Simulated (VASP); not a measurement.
The cell holds one Ni (fcc) (111) slab, with vacuum along c, ions free to move until forces fall under 0.03 eV/Å, no reconstruction beyond this cell, dipole correction on.

Given:

```xyz
5
Lattice="2.4619 0.0000 0.0000 -1.2310 2.1321 0.0000 0.0000 0.0000 24.8875" Properties=species:S:1:pos:R:3 pbc="T T T"
Ni     1.2310     0.7107     8.4546
Ni     0.0000     1.4214    10.4323
Ni     0.0000     0.0000    12.4437
Ni     1.2310     0.7107    14.4552
Ni     0.0000     1.4214    16.4329
```
Starting moments (μB, in the order of the record's atoms Ni Ni Ni Ni Ni): 0.8 0.8 0.8 0.8 0.8.

Method: r2SCAN meta-GGA, VASP's PBE PAW potentials (set 64) (plane waves; VASP). Numerical set-up: 400 eV cut-off, 13×13×1 Γ-centred mesh, first-order Methfessel-Paxton smearing of 0.10 eV, potentials Ni.

Slab and bulk use different k-meshes, so the surface energy is good to a few per cent at best.

Q: Predict its surface energy, work function, band gap (on the k-mesh), cell moment.

A: 
The surface energy is 130 meV/Å² and the work function is 4.89 eV. The band gap (on the k-mesh) comes out as none (metal, semimetal or under 0.01 eV) and the cell moment comes out as 3.88 μB.

Measured: work function 5.36 eV (computed value off by -0.47 eV), as given by Richard Tran et al., Surface Science (2019), arXiv:1902.07811.

The cell is a thin slab with vacuum, built from Ni (fcc): (111) face.
